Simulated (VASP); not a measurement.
An input for Quantum ESPRESSO's pw.x (written as the equivalent of a VASP run, and not itself run):

```
&CONTROL
  calculation = 'vc-relax'
  pseudo_dir = './pseudo'
  outdir = './out'
  tprnfor = .true.
  tstress = .true.
  nstep = 30
  forc_conv_thr = 0.00039
/
&SYSTEM
  ibrav = 0
  nat = 5
  ntyp = 2
  ecutwfc = 84
  occupations = 'smearing'
  smearing = 'gaussian'
  degauss = 0.003675
  input_dft = 'pbe'
  vdw_corr = 'grimme-d3'
  dftd3_version = 4
  dftd3_threebody = .false.
/
&ELECTRONS
  conv_thr = 7.3e-09
  electron_maxstep = 100
/
&IONS
/
&CELL
  cell_dofree = 'shape'
/
ATOMIC_SPECIES
  Mg 24.305 Mg.upf
  Sb 121.760 Sb.upf
CELL_PARAMETERS angstrom
     2.2412995   -3.8820448    0.0000000
     2.2412995    3.8820448    0.0000000
     0.0000000    0.0000000    7.0578056
ATOMIC_POSITIONS crystal
  Mg   1.0000000  0.0000000  1.0000000
  Mg   0.3333330  0.6666670  0.6324425
  Mg   0.6666670  0.3333330  0.3675575
  Sb   0.3333330  0.6666670  0.2230065
  Sb   0.6666670  0.3333330  0.7769935
K_POINTS automatic
  6 6 3 0 0 0
```

### Question
Translate this input to VASP (INCAR, KPOINTS, POSCAR, choice of POTCAR).

### Answer
Several could match; the one computed here: 
**POSCAR**
```
Mg3Sb2
1.0
  2.2412995418  -3.8820448352   0.0000000000
  2.2412995418   3.8820448352   0.0000000000
  0.0000000000   0.0000000000   7.0578055737
Mg Sb
3 2
direct
  1.0000000000   0.0000000000   1.0000000000
  0.3333330000   0.6666670000   0.6324425233
  0.6666670000   0.3333330000   0.3675574767
  0.3333330000   0.6666670000   0.2230065051
  0.6666670000   0.3333330000   0.7769934949
```

INCAR:
```
LREAL  =  .FALSE.   # projection in real space or not
ALGO  =  Normal
EDIFF  =  1E-7
ISIF  =  4
ENCUT  =  520   # plane-wave cut-off (eV)
LMAXMIX  =  4
EDIFFG  =  -0.01
GGA  =  PE
LASPH  =  .TRUE.
PREC  =  Accurate
LWAVE  =  .FALSE.
SIGMA  =  0.05   # width (eV)
IVDW  =  12
ISMEAR  =  0   # Gaussian
NELM  =  100
NSW  =  30
LCHARG  =  .FALSE.
SYSTEM  =  Mg3Sb2
IBRION  =  2   # conjugate gradients
```

**KPOINTS**
```
Automatic mesh
0
Gamma
6 6 3
0 0 0
```

POTCAR, in this order: Mg Sb (PBE.64 set). Program: vasp_std.

Limits of the translation: the potentials are each code's own (VASP's PAW set, PseudoDojo norm-conserving files in pw.x), so ENCUT and ecutwfc are chosen apart and not converted; conv_thr bounds pw.x's estimated SCF error, while EDIFF bounds the energy change between steps; forc_conv_thr acts on force components and is met together with etot_conv_thr.

The compound is Mg3Sb2 in the a-la2o3 structure. This cell is one point of a volume scan, at 0.97 of the reference volume. Symmetry was kept, so distortions that lower it aren't found.
